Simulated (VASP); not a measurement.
These are PBE GGA + U (Dudarev), VASP's PBE PAW potentials (set 64) (plane waves; VASP) values and carry that method's errors.

Input for VASP

### KPOINTS
```
K-points
0
G
11 11 11
```

POSCAR:
```
TiCo
1
    3.0114220000     0.0000000000     0.0000000000
    0.0000000000     3.0177400000     0.0000000000
    0.0000000000     0.0000000000     3.0244450000
Ti Co
1 1
Direct
  0.0000000000   0.0000000000   0.0000000000
  0.5309000000   0.5000000000   0.5000000000
```

### INCAR
```
LDAUU=3.0 3.0
LWAVE=.FALSE.
LCHARG=.FALSE.
LREAL=.FALSE.   ! projection in real space or not
LORBIT=10
LDAUTYPE=2
LASPH=.TRUE.   ! aspherical one-centre terms
LMAXMIX=4   ! l cut-off of mixed one-centre charges
SYSTEM=TiCo
NELM=100   ! most electronic steps
ENCUT=400   ! plane-wave cut-off (eV)
SIGMA=0.1
EDIFF=1E-6
ISIF=2
LDAUL=2 2
GGA=PE   ! PBE
ISMEAR=1   ! Methfessel-Paxton
LDAU=.TRUE.
LDAUPRINT=1
ALGO=Normal   ! blocked Davidson
LDAUJ=0 0
PREC=Accurate
```

POTCAR, in this order: Ti_sv Co (PBE.64 set). Program: vasp_std.

Output of the run:

### OSZICAR
```
       N       E                     dE             d eps       ncg     rms          rms(c)
DAV:   1     0.138376626889E+03    0.13838E+03   -0.89945E+03  6048   0.157E+03
DAV:   2    -0.581263343395E+01   -0.14419E+03   -0.14164E+03  6186   0.375E+02
DAV:   3    -0.133500249866E+02   -0.75374E+01   -0.74962E+01  9352   0.101E+02
DAV:   4    -0.135485459124E+02   -0.19852E+00   -0.19833E+00  7318   0.133E+01
DAV:   5    -0.135556429964E+02   -0.70971E-02   -0.70969E-02  9010   0.228E+00    0.114E+01
DAV:   6    -0.130808429074E+02    0.47480E+00   -0.28381E+01  9426   0.517E+01    0.218E+01
DAV:   7    -0.119578932300E+02    0.11229E+01   -0.47868E+01  8902   0.731E+01    0.103E+01
DAV:   8    -0.106560699789E+02    0.13018E+01   -0.47799E+00  8896   0.272E+01    0.240E+00
DAV:   9    -0.106446118846E+02    0.11458E-01   -0.15945E+00  8980   0.102E+01    0.301E+00
DAV:  10    -0.105962925063E+02    0.48319E-01   -0.58814E-01  9134   0.884E+00    0.763E-01
DAV:  11    -0.105933747578E+02    0.29177E-02   -0.58778E-02  9602   0.263E+00    0.353E-01
DAV:  12    -0.105922753551E+02    0.10994E-02   -0.32851E-03  9376   0.585E-01    0.125E-01
DAV:  13    -0.105921991570E+02    0.76198E-04   -0.44321E-04  9306   0.179E-01    0.271E-02
DAV:  14    -0.105921933772E+02    0.57798E-05   -0.22563E-05  7198   0.539E-02    0.172E-02
DAV:  15    -0.105921912591E+02    0.21181E-05   -0.14171E-05  9202   0.326E-02    0.293E-03
DAV:  16    -0.105921911441E+02    0.11500E-06   -0.70644E-07  3622   0.879E-03
   1 F= -.10592191E+02 E0= -.10592290E+02  d E =0.295696E-03
```

File OUTCAR:
```
------------------------ aborting loop because EDIFF is reached ----------------------------------------
  FORCE on cell =-STRESS in cart. coord.  units (eV):
  Direction    XX          YY          ZZ          XY          YZ          ZX
  --------------------------------------------------------------------------------------
  Total       -1.0893445     -1.0014428     -1.0030610      0.0000000      0.0000000      0.0000000
  in kB      -63.5004363    -58.3764387    -58.4707694      0.0000000      0.0000000      0.0000000
  external PRESSURE =     -60.1158815 kB  Pullay stress =       0.0000000 kB
  volume of cell :       27.49
      direct lattice vectors                 reciprocal lattice vectors
     3.011422000  0.000000000  0.000000000     0.332069036  0.000000000  0.000000000
     0.000000000  3.017740000  0.000000000     0.000000000  0.331373810  0.000000000
     0.000000000  0.000000000  3.024445000     0.000000000  0.000000000  0.330639175
 POSITION                                       TOTAL-FORCE (eV/Angst)
 -----------------------------------------------------------------------------------
      0.00000      0.00000      0.00000         0.371700      0.000000      0.000000
      1.59876      1.50887      1.51222        -0.371700      0.000000      0.000000
 -----------------------------------------------------------------------------------
    total drift:                                0.000360      0.000000      0.000008
  FREE ENERGIE OF THE ION-ELECTRON SYSTEM (eV)
  ---------------------------------------------------
  free  energy   TOTEN  =       -10.5921911441 eV

  energy  without entropy=      -10.5924868400  energy(sigma->0) =      -10.59228971

 total charge

# of ion       s       p       d       tot
------------------------------------------
    1        2.250   6.185   1.685  10.120
    2        0.500   0.429   7.457   8.386
--------------------------------------------------
tot          2.750   6.614   9.141  18.506
```
(Selected blocks of OUTCAR.)

**OUTCAR**
```
 val. band max:        9.6845302710   @ k =   0.3636   0.0000   0.4545

 cond. band min:       9.6974033620   @ k =   0.4545   0.1818   0.4545


 Fermi energy:         9.6870381131

 k-point     1 :       0.0000    0.0000    0.0000
  band No.  band energies     occupation
      1     -48.6053      2.00000
      2     -24.6780      2.00000
      3     -24.6764      2.00000
      4     -24.6743      2.00000
      5       2.0233      2.00000
      6       6.1202      2.00000
      7       6.1621      2.00000
      8       7.9292      2.00000
      9       7.9636      2.00000
     10       7.9679      2.00000
     11      10.4871     -0.00000
     12      10.5756     -0.00000
     13      12.2002      0.00000
     14      12.2029      0.00000

 k-point     2 :       0.0909    0.0000    0.0000
  band No.  band energies     occupation
      1     -48.6027      2.00000
      2     -24.6987      2.00000
      3     -24.6749      2.00000
      4     -24.6728      2.00000
      5       2.1831      2.00000
      6       6.1903      2.00000
      7       6.2274      2.00000
      8       7.9493      2.00000
      9       7.9534      2.00000
     10       7.9554      2.00000
     11      10.4951     -0.00000
     12      10.5189     -0.00000
     13      11.9945      0.00000
     14      11.9998      0.00000

 k-point     3 :       0.1818    0.0000    0.0000
  band No.  band energies     occupation
      1     -48.5973      2.00000
      2     -24.7540      2.00000
      3     -24.6709      2.00000
      4     -24.6689      2.00000
      5       2.6468      2.00000
      6       6.3897      2.00000
      7       6.3948      2.00000
      8       7.9118      2.00000
      9       7.9156      2.00000
     10       8.0266      2.00000
     11      10.2692     -0.00000
     12      10.5718     -0.00000
     13      11.5142     -0.00000
     14      11.5246     -0.00000

 k-point     4 :       0.2727    0.0000    0.0000
  band No.  band energies     occupation
...
```

The compound is TiCo in the CsCl type structure. The cell was not relaxed at this level, atoms are displaced from their ideal sites. The run is one of a series of settings (LDAU = .TRUE., LDAUJ = 0 0, LDAUL = 2 2, LDAUTYPE = 2, LDAUU = 3.0 3.0 against the base run), some of them coarse on purpose. The run is not spin-polarised, so no magnetic state was tried. The electron count is odd and the run is not spin-polarised, which forces a metal.
